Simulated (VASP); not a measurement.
A VASP calculation is set up with these files.

INCAR:
```
ALGO  =  Normal
EDIFF  =  1E-6
EDIFFG  =  -0.02
ENCUT  =  620
GGA  =  PE
IBRION  =  2
ISIF  =  3
ISMEAR  =  1
LASPH  =  .TRUE.
LCHARG  =  .FALSE.
LMAXMIX  =  6
LREAL  =  .FALSE.
LWAVE  =  .FALSE.
NELM  =  100
NSW  =  40
PREC  =  Accurate
PSTRESS  =  300
SIGMA  =  0.1
SYSTEM  =  TaC
```

KPOINTS:
```
Automatic mesh
0
Gamma
14 14 14
0 0 0
```

File POSCAR:
```
TaC
1
    0.0000000000     2.1985411573     2.1985411573
    2.1985411573     0.0000000000     2.1985411573
    2.1985411573     2.1985411573     0.0000000000
Ta C
1 1
Direct
  0.0000000000   0.0000000000   0.0000000000
  0.5000000000   0.5000000000   0.5000000000
```

POTCAR, in this order: Ta_pv C (PBE.64 set). Program: vasp_std.

Q: Write an equivalent input for Ansatz.

A: One equivalent input (not run):
Ansatz 0.2 input:
```yaml
crystal:
  lattice:
    - [0.0000000, 2.1985412, 2.1985412]
    - [2.1985412, 0.0000000, 2.1985412]
    - [2.1985412, 2.1985412, 0.0000000]
  atoms:
    - { symbol: Ta, position: [0.0000000, 0.0000000, 0.0000000] }
    - { symbol: C, position: [0.5000000, 0.5000000, 0.5000000] }
kpoints:
  mp_grid: { grid: [14, 14, 14] }
hamiltonian:
  xc: pbe
  pseudopotentials: { kind: paw }
scf:
  occupations: { method: methfessel_paxton, width: 0.1 }
  max_iter: 100
relax:
  max_steps: 40
  f_tol: 0.02
  cell: { p_target: 30 }
output: { forces: true, stress: true, eigenvalues: true }
```
Limits of the translation: each code has its own PAW files, so the cut-off isn't converted (ENCUT is set for VASP's; basis.ecutwfc is left out, and Ansatz then takes the one that its files recommend); Ansatz stops its SCF on the density residual and VASP on the energy change (EDIFF).

The compound is TaC in the rock salt structure. This run relaxes it under an external pressure of 30 GPa. Symmetry was kept, so distortions that lower it aren't found.
